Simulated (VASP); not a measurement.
# GW on BN (Qingsongite)

Wanted: how far GW moves the Kohn-Sham levels of BN (Qingsongite). The cell is of the zinc-blende type, one of the forms listed for this formula. The start is a cell from a database of measured crystal structures.

Method: PBE; plane waves and PAW (N_GW, B_GW), in the first sound run; inputs show where later runs differ, in VASP 6.6.1.

### Step 1. The structure

Symmetry: F-43m, No. 216, cubic system. The conventional cell has a = 3.615 Å, b = 3.615 Å, c = 3.615 Å, α = 90.00°, β = 90.00°, γ = 90.00°. N has 4 B at 1.57 Å nearest. Nearest to B lie 4 N at 1.57 Å. Farther neighbours and most contacts between anions are not listed.

Coordinates:

```xyz
2
Lattice="0.0000 1.8075 1.8075 1.8075 0.0000 1.8075 1.8075 1.8075 0.0000" Properties=species:S:1:pos:R:3 pbc="T T T"
N     2.7113    2.7113    2.7113
B     0.0000    0.0000    0.0000
```

### Step 2. Ground state

The orbitals come from a self-consistent PBE run with a tight EDIFF and a narrow smearing. KPOINTS_OPT adds the bands along a path, which shows whether the mesh holds the band edges.

File INCAR:

```
SYSTEM = BN
PREC = Accurate
ENCUT = 450
EDIFF = 1E-08
NELM = 100
ISMEAR = 0
SIGMA = 0.01
LREAL = .FALSE.
ALGO = Normal
GGA = PE
NBANDS = 10
LORBIT = 11
LWAVE = .TRUE.
LCHARG = .FALSE.
KPAR = 8
```

File POSCAR:

```
BN
1.0
    0.0000000000      1.8075000000      1.8075000000
    1.8075000000      0.0000000000      1.8075000000
    1.8075000000      1.8075000000      0.0000000000
N B
1 1
Direct
    0.7500000000      0.7500000000      0.7500000000
    0.0000000000      0.0000000000      0.0000000000
```

File KPOINTS:

```
Automatic mesh
0
Gamma
4 4 4
0 0 0
```

File KPOINTS_OPT:

```
Line mode
12
Line-mode
Reciprocal
  0.00000000   0.00000000   0.00000000 GAMMA
  0.50000000   0.00000000   0.50000000 X

  0.50000000   0.00000000   0.50000000 X
  0.50000000   0.25000000   0.75000000 W

  0.50000000   0.25000000   0.75000000 W
  0.37500000   0.37500000   0.75000000 K

  0.37500000   0.37500000   0.75000000 K
  0.00000000   0.00000000   0.00000000 GAMMA

  0.00000000   0.00000000   0.00000000 GAMMA
  0.50000000   0.50000000   0.50000000 L

  0.50000000   0.50000000   0.50000000 L
  0.62500000   0.25000000   0.62500000 U

  0.62500000   0.25000000   0.62500000 U
  0.50000000   0.25000000   0.75000000 W

  0.50000000   0.25000000   0.75000000 W
  0.50000000   0.50000000   0.50000000 L

  0.50000000   0.50000000   0.50000000 L
  0.37500000   0.37500000   0.75000000 K

  0.62500000   0.25000000   0.62500000 U
  0.50000000   0.00000000   0.50000000 X
```

PAW data sets: N_GW and B_GW (PBE family, release 64).

The run is started by

```
> mpirun -np 8 vasp_std
```

The program printed:

```text
[banner, memory and clock lines left out]
running    8 mpi-ranks, on    1 nodes
 distrk:  each k-point on    1 cores,    8 groups
 distr:  one band on    1 cores,    1 groups

 POSCAR found type information on POSCAR N B
 POSCAR found :  2 types and       2 ions
|                                                                             |
|           W    W    AA    RRRRR   N    N  II  N    N   GGGG   !!!           |
|           W    W   A  A   R    R  NN   N  II  NN   N  G    G  !!!           |
|           W    W  A    A  R    R  N N  N  II  N N  N  G       !!!           |
|           W WW W  AAAAAA  RRRRR   N  N N  II  N  N N  G  GGG   !            |
|           WW  WW  A    A  R   R   N   NN  II  N   NN  G    G                |
|           W    W  A    A  R    R  N    N  II  N    N   GGGG   !!!           |
|                                                                             |
|     For optimal performance we recommend to set                             |
|       NCORE = 2 up to number-of-cores-per-socket                            |
|     NCORE specifies how many cores store one orbital (NPAR=cpu/NCORE).      |
|     This setting can greatly improve the performance of VASP for DFT.       |
|     The default, NCORE=1 might be grossly inefficient on modern             |
|     multi-core architectures or massively parallel machines. Do your        |
|     Unfortunately you need to use the default for GW and RPA                |
|     calculations (for HF NCORE is supported but not extensively tested      |
|     yet).                                                                   |
|                                                                             |

 LDA part: xc-table for (Slater+PW92), standard interpolation
 POSCAR, INCAR and KPOINTS ok, starting setup
 FFT: planning ... GRIDC
 FFT: planning ... GRID_SOFT
 FFT: planning ... GRID
 WAVECAR not read
 entering main loop
       N       E                     dE             d eps       ncg     rms          rms(c)
DAV:   1     0.192386562820E+02    0.19239E+02   -0.50334E+03   160   0.811E+02
DAV:   2    -0.175895843096E+02   -0.36828E+02   -0.35138E+02   190   0.216E+02
DAV:   3    -0.183333725172E+02   -0.74379E+00   -0.74272E+00   200   0.280E+01
DAV:   4    -0.183358908213E+02   -0.25183E-02   -0.25180E-02   188   0.163E+00
DAV:   5    -0.183359104248E+02   -0.19604E-04   -0.19603E-04   188   0.146E-01    0.612E+00
DAV:   6    -0.174662019549E+02    0.86971E+00   -0.28896E+00   224   0.144E+01    0.232E+00
DAV:   7    -0.173862635178E+02    0.79938E-01   -0.91462E-02   222   0.313E+00    0.119E+00
DAV:   8    -0.173720556855E+02    0.14208E-01   -0.40093E-02   216   0.199E+00    0.144E-01
DAV:   9    -0.173724998200E+02   -0.44413E-03   -0.10935E-03   186   0.317E-01    0.378E-02
DAV:  10    -0.173725005899E+02   -0.76984E-06   -0.90359E-05   176   0.103E-01    0.945E-03
DAV:  11    -0.173725051748E+02   -0.45849E-05   -0.72669E-06   196   0.261E-02    0.367E-03
DAV:  12    -0.173725050099E+02    0.16484E-06   -0.82597E-07   206   0.965E-03    0.473E-04
DAV:  13    -0.173725050664E+02   -0.56448E-07   -0.26248E-08   186   0.157E-03    0.753E-05
DAV:  14    -0.173725050805E+02   -0.14110E-07   -0.81361E-10   106   0.304E-04    0.296E-05
DAV:  15    -0.173725050797E+02    0.74436E-09   -0.75639E-11   104   0.141E-04
   1 F= -.17372505E+02 E0= -.17372505E+02  d E =-.300236E-46
 Start KPOINTS_OPT (optional k-point list driver)
k-point batch [1-8\120]
       N       E                     dE             ncg
DAV:   1     0.519400595368E+03   -0.60754E+03      160
DAV:   2     0.896661866100E+02   -0.42973E+03      208
DAV:   3     0.811071108935E+02   -0.85591E+01      192
DAV:   4     0.810641229616E+02   -0.42988E-01      182
DAV:   5     0.810637859736E+02   -0.33699E-03      186
DAV:   6     0.810637823986E+02   -0.35750E-05      202
DAV:   7     0.810637823562E+02   -0.42353E-07      186
DAV:   8     0.810637823561E+02   -0.11666E-09      174
[...]
k-point batch [113-120\120]
       N       E                     dE             ncg
DAV:   1     0.228407631086E+03   -0.33126E+04      160
DAV:   2    -0.541813451400E+02   -0.28259E+03      182
DAV:   3    -0.601033795182E+02   -0.59220E+01      222
DAV:   4    -0.601153522662E+02   -0.11973E-01      180
DAV:   5    -0.601154210181E+02   -0.68752E-04      204
DAV:   6    -0.601154214960E+02   -0.47792E-06      188
DAV:   7    -0.601154214980E+02   -0.19636E-08      232
 writing wavefunctions
```

The job ended after 2 s (8 MPI ranks of Intel Xeon Platinum 8488C (Sapphire Rapids), shared host; peak memory 0.86 GiB).

The logs omit lines about the potential files and the build; timing stands in the text.

Parts of OUTCAR (step 2):

```text
ion  position               nearest neighbor table
   1  0.750  0.750  0.750-   2 1.57   2 1.57   2 1.57   2 1.57
   2  0.000  0.000  0.000-   1 1.57   1 1.57   1 1.57   1 1.57

  LATTYP: Found a face centered cubic cell.
 ALAT       =     3.6150000000

 Subroutine GETGRP returns: Found 24 space group operations
 (whereof 24 operations were pure point group operations)

The static configuration has the point symmetry T_d .

 Found      8 irreducible k-points:

   k-points           NKPTS =      8   k-points in BZ     NKDIM =      8   number of bands    NBANDS=     10

   dimension x,y,z NGX =    18 NGY =   18 NGZ =   18
   dimension x,y,z NGXF=    36 NGYF=   36 NGZF=   36

   ENCUT  =  450.0 eV  33.07 Ry    5.75 a.u.   4.42  4.42  4.42*2*pi/ulx,y,z

   NELECT =       8.0000    total number of electrons

 k-points in reciprocal lattice and weights: Automatic mesh
   0.00000000  0.00000000  0.00000000       0.016
   0.25000000  0.00000000  0.00000000       0.125
   0.50000000  0.00000000  0.00000000       0.062
   0.25000000  0.25000000  0.00000000       0.094
   0.50000000  0.25000000  0.00000000       0.375
  -0.25000000  0.25000000  0.00000000       0.188
   0.50000000  0.50000000  0.00000000       0.047
  -0.25000000  0.50000000  0.25000000       0.094

 average (electrostatic) potential at core
       1 -59.2746       2 -24.4149

 E-fermi :   7.5973

 k-point     1 :       0.0000    0.0000    0.0000
  band No.  band energies     occupation
      1     -12.7510      2.00000
      2       7.4978      2.00000
      3       7.4978      2.00000
      4       7.4978      2.00000
      5      16.2903      0.00000
      6      16.2903      0.00000
      7      16.2903      0.00000
      8      17.8320      0.00000
      9      32.2171      0.00000
    ...

 k-point     2 :       0.2500    0.0000    0.0000
  band No.  band energies     occupation
      1     -11.2719      2.00000
      2       2.0086      2.00000
      3       6.3648      2.00000
      4       6.3648      2.00000
      5      17.1225      0.00000
      6      17.8150      0.00000
      7      17.8150      0.00000
      8      21.0632      0.00000
      9      30.9306      0.00000
    ...

 k-point     3 :       0.5000    0.0000    0.0000
  band No.  band energies     occupation
      1      -8.5292      2.00000
      2      -3.2147      2.00000
      3       5.5483      2.00000
      4       5.5483      2.00000
      5      17.6192      0.00000
      6      18.1821      0.00000
      7      18.1821      0.00000
      8      22.7533      0.00000
      9      30.9431      0.00000
    ...

  Total        0.0007259      0.0007259      0.0007259     -0.0000000     -0.0000000      0.0000000
  in kB        0.0984791      0.0984791      0.0984791     -0.0000000     -0.0000000      0.0000000
  external PRESSURE =       0.0984791 kB  Pullay stress =       0.0000000 kB

  energy-cutoff  :      450.00
  volume of cell :       11.81
      direct lattice vectors                 reciprocal lattice vectors
     0.000000000  1.807500000  1.807500000    -0.276625173  0.276625173  0.276625173
     1.807500000  0.000000000  1.807500000     0.276625173 -0.276625173  0.276625173
     1.807500000  1.807500000  0.000000000     0.276625173  0.276625173 -0.276625173

 POSITION                                       TOTAL-FORCE (eV/Angst)
 -----------------------------------------------------------------------------------
      2.71125      2.71125      2.71125         0.000000      0.000000      0.000000
      0.00000      0.00000      0.00000        -0.000000     -0.000000     -0.000000
 -----------------------------------------------------------------------------------
    total drift:                               -0.000001     -0.000001     -0.000001

  FREE ENERGIE OF THE ION-ELECTRON SYSTEM (eV)
  ---------------------------------------------------
  free  energy   TOTEN  =       -17.3725050797 eV

  energy  without entropy=      -17.3725050797  energy(sigma->0) =      -17.37250508

 total charge
# of ion       s       p       d       tot
------------------------------------------
    1        1.173   2.697   0.000   3.869
    2        0.636   1.262   0.000   1.898
--------------------------------------------------
tot          1.809   3.959   0.000   5.768

[... 3 further parts left out ...]
```

This step gave:

```
free energy (TOTEN)               : -17.37 eV
Fermi energy                      : 7.597 eV
pressure                          : 0.009848 GPa
least gap on mesh and path        : 4.436 eV
least direct gap on mesh and path : 8.792 eV
```

The highest empty bands on the path are converged less tightly, to about 0.1 eV. Electronic bands along the path, in eV, zero at the valence-band top; v1 is the highest filled band, c1 the lowest empty one:

| point | v3 | v2 | v1 | c1 | c2 | c3 | c4 |
| --- | --- | --- | --- | --- | --- | --- | --- |
| Γ | 0.00 | 0.00 | 0.00 | 8.79 | 8.79 | 8.79 | 10.33 |
| 0.55 of the way | -4.55 | -3.33 | -3.33 | 6.48 | 11.19 | 14.02 | 14.02 |
| X | -8.94 | -4.92 | -4.92 | 4.44 | 9.20 | 17.92 | 17.92 |
| 0.55 of the way | -8.44 | -5.90 | -5.85 | 6.83 | 11.16 | 15.94 | 17.28 |
| W | -7.61 | -6.98 | -6.53 | 9.59 | 13.29 | 14.48 | 14.65 |
| 0.55 of the way | -8.00 | -7.49 | -4.95 | 7.98 | 13.03 | 14.71 | 16.51 |
| K | -8.14 | -7.68 | -4.08 | 6.89 | 12.86 | 15.82 | 16.67 |
| 0.55 of the way | -5.15 | -3.44 | -0.91 | 10.36 | 10.56 | 10.91 | 13.33 |
| Γ | 0.00 | 0.00 | 0.00 | 8.79 | 8.79 | 8.79 | 10.33 |
| 0.55 of the way | -6.17 | -1.26 | -1.26 | 9.70 | 10.44 | 10.44 | 13.87 |
| L | -10.71 | -1.95 | -1.95 | 10.12 | 10.68 | 10.68 | 15.26 |
| 0.55 of the way | -9.82 | -4.83 | -3.00 | 8.64 | 13.03 | 13.07 | 15.55 |
| U | -8.14 | -7.68 | -4.08 | 6.89 | 12.86 | 15.82 | 16.67 |
| 0.55 of the way | -7.94 | -7.41 | -5.26 | 8.36 | 13.11 | 14.45 | 16.26 |
| W | -7.61 | -6.98 | -6.53 | 9.59 | 13.29 | 14.48 | 14.65 |
| 0.55 of the way | -9.89 | -4.47 | -3.21 | 9.64 | 11.02 | 13.92 | 15.71 |
| L | -10.71 | -1.95 | -1.95 | 10.12 | 10.68 | 10.68 | 15.26 |
| 0.45 of the way | -10.09 | -4.10 | -2.73 | 9.08 | 12.33 | 12.44 | 15.62 |
| K | -8.14 | -7.68 | -4.08 | 6.89 | 12.86 | 15.82 | 16.67 |
| jump to U | -8.14 | -7.68 | -4.08 | 6.89 | 12.86 | 15.82 | 16.67 |
| 0.45 of the way | -8.68 | -6.15 | -4.66 | 5.53 | 10.33 | 17.22 | 17.48 |
| X | -8.94 | -4.92 | -4.92 | 4.44 | 9.20 | 17.92 | 17.92 |

Of the projections kept (N, B), the largest for each band there; the rest of the weight can lie on other orbitals:

```
point      v3      v2      v1      c1      c2      c3      c4
    Γ  N 0.86  N 0.86  N 0.86  B 0.93  B 0.93  B 0.93  N 0.74
    X  N 0.54  N 0.62  N 0.62  B 0.56  B 0.91  B 0.57  B 0.57
    W  B 0.51  N 0.66  N 0.54  N 0.87  B 0.74  B 1.00  B 0.52
    K  N 0.51  N 0.58  N 0.64  B 0.56  B 0.59  B 0.61  B 0.63
    Γ  N 0.86  N 0.86  N 0.86  B 0.93  B 0.93  B 0.93  N 0.74
    L  N 0.50  N 0.72  N 0.72  B 0.60  B 0.79  B 0.79  N 0.79
```

The electronic bands as a text plot (rows in eV, shown from -8.0 to 10.3 only):

```
   10.0 | +    +   +        +  ++ +  +++++++      +  +++++     +
    9.2 |+      +++  ++    +   +++ +++      +    + ++     +     +
    8.4 |++            +  +       +          +             +
    7.7 |  ++       +                         + +           +
    6.9 |               ++                     +             +
    6.1 |    ++                                               +
    5.4 |      +   +                                           +
    4.6 |       +++                                             +
    3.8 |
    3.1 |
    2.3 |
    1.5 |
    0.8 |
    0.0 |*                     *****
   -0.7 | *                   * ** ***
   -1.5 |  *                 * **     ***
   -2.3 |   *              **  *    *    ***           ****
   -3.0 |    *            *                ***       **    *
   -3.8 |     *          *    *      *      * **      *   * **
   -4.6 |    * ***      *    *                  *   **     *  ***
   -5.3 |     *   **   *    * *              *     *            *
   -6.1 |           * *    * *        *          *  *       *  *
   -6.9 |      *     **   *                   *  ***          *
   -7.6 |       *    *****  *          *       ****          *
         Γ       X    W  K        Γ      L     U  W     L   K|U X
```

The cell has a gap of 4.44 eV on mesh and path.

### Step 3. Empty bands

ALGO = Exact makes the empty bands from the converged ground state in one step. LOPTICS writes the k-derivatives of the orbitals (WAVEDER), which give the long-wavelength limit of the screening.

File INCAR:

```
SYSTEM = BN
PREC = Accurate
ENCUT = 450
ISMEAR = 0
SIGMA = 0.01
LREAL = .FALSE.
GGA = PE
NBANDS = 32
ALGO = Exact
NELM = 1
LWAVE = .TRUE.
LCHARG = .FALSE.
LOPTICS = .TRUE.
NEDOS = 1000
CSHIFT = 0.1
```

POSCAR is that of step 2.

KPOINTS is that of step 2.

The run is started by

```
> mpirun -np 8 vasp_std
```

The program printed:

```text
[banner, memory and clock lines left out]
running    8 mpi-ranks, on    1 nodes
 distrk:  each k-point on    8 cores,    1 groups
 distr:  one band on    1 cores,    8 groups

 POSCAR found type information on POSCAR N B
 POSCAR found :  2 types and       2 ions
 [... a notice as in an earlier step ...]

 LDA part: xc-table for (Slater+PW92), standard interpolation
 found WAVECAR, reading the header
  number of bands has changed, file:    10 present:    32
  trying to continue reading WAVECAR, but it might fail
 POSCAR, INCAR and KPOINTS ok, starting setup
 FFT: planning ... GRIDC
 FFT: planning ... GRID_SOFT
 FFT: planning ... GRID
 reading WAVECAR
 random initialization beyond band           10
 the WAVECAR file was read successfully
 initial charge from wavefunction
 entering main loop
       N       E                     dE             d eps       ncg     rms          rms(c)
DIA:   1    -0.173725050794E+02   -0.17373E+02    0.00000E+00     0   0.000E+00
   1 F= -.17372505E+02 E0= -.17372505E+02  d E =-.108461E-11
 writing wavefunctions
 optical routines
 imaginary and real dielectric function
 recalculating local potential from charge density
 direction            1
 direction            2
 direction            3
```

Wall time 1.2 s (8 MPI ranks); peak memory 0.8 GiB.

Parts of OUTCAR (step 3):

```text
The static configuration has the point symmetry T_d .

 Found      8 irreducible k-points:

   k-points           NKPTS =      8   k-points in BZ     NKDIM =      8   number of bands    NBANDS=     32

   NELECT =       8.0000    total number of electrons

 E-fermi :   7.5418

 k-point     1 :       0.0000    0.0000    0.0000
  band No.  band energies     occupation
      1     -12.7510      2.00000
      2       7.4978      2.00000
      3       7.4978      2.00000
      4       7.4978      2.00000
      5      16.2903      0.00000
      6      16.2903      0.00000
      7      16.2903      0.00000
      8      17.8319      0.00000
      9      32.2171      0.00000
    ...

 k-point     2 :       0.2500    0.0000    0.0000
  band No.  band energies     occupation
      1     -11.2719      2.00000
      2       2.0086      2.00000
      3       6.3648      2.00000
      4       6.3648      2.00000
      5      17.1225      0.00000
      6      17.8150      0.00000
      7      17.8150      0.00000
      8      21.0632      0.00000
      9      30.9257      0.00000
    ...

  Total        0.0007386      0.0007386      0.0007386      0.0000000      0.0000000     -0.0000000
  in kB        0.1001963      0.1001963      0.1001963      0.0000000      0.0000000     -0.0000000
  external PRESSURE =       0.1001963 kB  Pullay stress =       0.0000000 kB

  FREE ENERGIE OF THE ION-ELECTRON SYSTEM (eV)
  ---------------------------------------------------
  free  energy   TOTEN  =       -17.3725050794 eV

  energy  without entropy=      -17.3725050794  energy(sigma->0) =      -17.37250508

 plasma frequency squared (from intraband transitions) (eV^2)
  --------------------------------------------------------------------------------------
       0.000       0.000      -0.000
       0.000       0.000      -0.000
       0.000       0.000       0.000

[... 13 parts as in an earlier step ...]
```

The gap is read on the k-mesh alone, so it is an upper bound where the band edges lie off the mesh.

A gap read on the k-mesh alone can miss the band edges.

This step gave:

```
gap on the k-mesh              : 4.436 eV
least direct gap on the k-mesh : 8.792 eV
```

WAVECAR now holds 32 bands for 8 electrons. Its independent-particle dielectric tensor has xx, yy, zz = 5.4, 5.4, 5.4 on this mesh, which isn't tested for convergence in mesh or bands and lacks local fields.

(Part 1 of 4 ends here.)

[Lines on the potential files, build, host, timing and source positions are cut from VASP's logs without a mark.]

[Logs are printed without paths, hosts, clocks, repeated set-up lines and the standing remarks that a program may print on its own settings, such as how far it seeks lower states.]

[Hosts, paths, dates, database ids (printed as entryN), source tags and the programs' standing remarks are cut or masked in the printed files.]

[Pressures printed for these runs are not shown converged in the cutoff: they can be off by several GPa and have the wrong sign.]
